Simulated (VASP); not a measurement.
All values below come from PBE GGA, VASP's PBE PAW potentials (set 64) (plane waves; VASP 6.6.1).

A VASP calculation is set up with these files.

### INCAR
```
GGA  =  PE   # PBE
ISIF  =  2   # forces and stress, cell fixed
LASPH  =  .True.   # aspherical one-centre terms
EDIFFG  =  -0.01
NELM  =  100   # most electronic steps
LCHARG  =  .False.
ENCUT  =  480   # plane-wave cut-off (eV)
NSW  =  30
LWAVE  =  .False.
IBRION  =  2
PREC  =  Accurate
ALGO  =  Normal   # blocked Davidson
EDIFF  =  1E-7   # SCF stop (eV)
LMAXMIX  =  6
ISMEAR  =  1
SIGMA  =  0.1
SYSTEM  =  HgTe
LREAL  =  .False.
```

### KPOINTS
```
kpoints
0
Gamma
 10 10 10
0 0 0
```

File POSCAR:
```
HgTe
1.0
  0.0000000000   3.3768072827   3.3768072827
  3.3768072827   0.0000000000   3.3768072827
  3.3768072827   3.3768072827   0.0000000000
Hg Te
1 1
Cartesian
  0.0000000000   0.0000000000   0.0000000000
  1.6884036414   1.6884036414   1.6884036414
```

POTCAR, in this order: Hg Te (PBE.64 set). Program: vasp_std.

Output of the run:

File OUTCAR:
```
 ion  position               nearest neighbor table
   1  0.000  0.000  0.000-   2 2.92   2 2.92   2 2.92   2 2.92
   2  0.250  0.250  0.250-   1 2.92   1 2.92   1 2.92   1 2.92
  LATTYP: Found a face centered cubic cell.
 ALAT       =     6.7536145654
 Subroutine PRICEL returns:
 Original cell was already a primitive cell.
 Subroutine GETGRP returns: Found 24 space group operations
The static configuration has the point symmetry T_d .
The dynamic configuration has the point symmetry T_d .
 Subroutine INISYM returns: Found 24 space group operations
 Subroutine IBZKPT returns following result:
 Found     47 irreducible k-points:

 Following reciprocal coordinates:
            Coordinates               Weight
  0.000000  0.000000  0.000000      1.000000
  0.100000  0.000000  0.000000      8.000000
  0.200000  0.000000  0.000000      8.000000
  0.300000  0.000000  0.000000      8.000000
  0.400000  0.000000  0.000000      8.000000
  0.500000  0.000000  0.000000      4.000000
  0.100000  0.100000  0.000000      6.000000
  0.200000  0.100000  0.000000     24.000000
  0.300000  0.100000  0.000000     24.000000
  0.400000  0.100000  0.000000     24.000000
  0.500000  0.100000  0.000000     24.000000
 -0.400000  0.100000  0.000000     24.000000
 -0.300000  0.100000  0.000000     24.000000
 -0.200000  0.100000  0.000000     24.000000
 -0.100000  0.100000  0.000000     12.000000
  0.200000  0.200000  0.000000      6.000000
  0.300000  0.200000  0.000000     24.000000
  0.400000  0.200000  0.000000     24.000000
  0.500000  0.200000  0.000000     24.000000
 -0.400000  0.200000  0.000000     24.000000
 -0.300000  0.200000  0.000000     24.000000
 -0.200000  0.200000  0.000000     12.000000
  0.300000  0.300000  0.000000      6.000000
  0.400000  0.300000  0.000000     24.000000
...
```

**OSZICAR**
```
       N       E                     dE             d eps       ncg     rms          rms(c)
DAV:   1     0.102247136884E+03    0.10225E+03   -0.75440E+03  1222   0.110E+03
DAV:   2     0.784517809318E+00   -0.10146E+03   -0.96563E+02  1352   0.253E+02
DAV:   3    -0.378455097434E+01   -0.45691E+01   -0.45468E+01  1452   0.560E+01
DAV:   4    -0.383343503432E+01   -0.48884E-01   -0.48876E-01  1687   0.526E+00
DAV:   5    -0.383364530639E+01   -0.21027E-03   -0.21027E-03  1497   0.311E-01    0.594E+00
DAV:   6    -0.364204103005E+01    0.19160E+00   -0.47271E-01  1402   0.928E+00    0.491E+00
DAV:   7    -0.363735843021E+01    0.46826E-02   -0.89649E-02  1362   0.225E+00    0.199E+00
DAV:   8    -0.363701806126E+01    0.34037E-03   -0.80429E-03  1257   0.116E+00    0.493E-01
DAV:   9    -0.363706736626E+01   -0.49305E-04   -0.81556E-04  1477   0.330E-01    0.881E-02
DAV:  10    -0.363710083090E+01   -0.33465E-04   -0.90410E-05  1304   0.934E-02    0.470E-02
DAV:  11    -0.363711509580E+01   -0.14265E-04   -0.25420E-05  1292   0.382E-02    0.166E-02
DAV:  12    -0.363711477045E+01    0.32535E-06   -0.32623E-06  1452   0.127E-02    0.111E-02
DAV:  13    -0.363711474158E+01    0.28872E-07   -0.20629E-07  1283   0.368E-03
   1 F= -.36371147E+01 E0= -.36371767E+01  d E =-.363711E+01
```

OUTCAR:
```
------------------------ aborting loop because EDIFF is reached ----------------------------------------
  FORCE on cell =-STRESS in cart. coord.  units (eV):
  Direction    XX          YY          ZZ          XY          YZ          ZX
  --------------------------------------------------------------------------------------
  Total       -0.6511051     -0.6511051     -0.6511051      0.0000000     -0.0000000     -0.0000000
  in kB      -13.5460554    -13.5460554    -13.5460554      0.0000000     -0.0000000     -0.0000000
  external PRESSURE =     -13.5460554 kB  Pullay stress =       0.0000000 kB
  volume of cell :       77.01
      direct lattice vectors                 reciprocal lattice vectors
     0.000000000  3.376807283  3.376807283    -0.148068859  0.148068859  0.148068859
     3.376807283  0.000000000  3.376807283     0.148068859 -0.148068859  0.148068859
     3.376807283  3.376807283  0.000000000     0.148068859  0.148068859 -0.148068859
 POSITION                                       TOTAL-FORCE (eV/Angst)
 -----------------------------------------------------------------------------------
      0.00000      0.00000      0.00000         0.000000      0.000000      0.000000
      1.68840      1.68840      1.68840        -0.000000     -0.000000     -0.000000
 -----------------------------------------------------------------------------------
    total drift:                               -0.000000     -0.000000     -0.000000
  FREE ENERGIE OF THE ION-ELECTRON SYSTEM (eV)
  ---------------------------------------------------
  free  energy   TOTEN  =        -3.6371147416 eV

  energy  without entropy=       -3.6373005903  energy(sigma->0) =       -3.63717669

 reached required accuracy - stopping structural energy minimisation
```
(Selected blocks of OUTCAR.)

The compound is HgTe in the zinc blende structure. This cell was strained or had an atom moved on purpose.
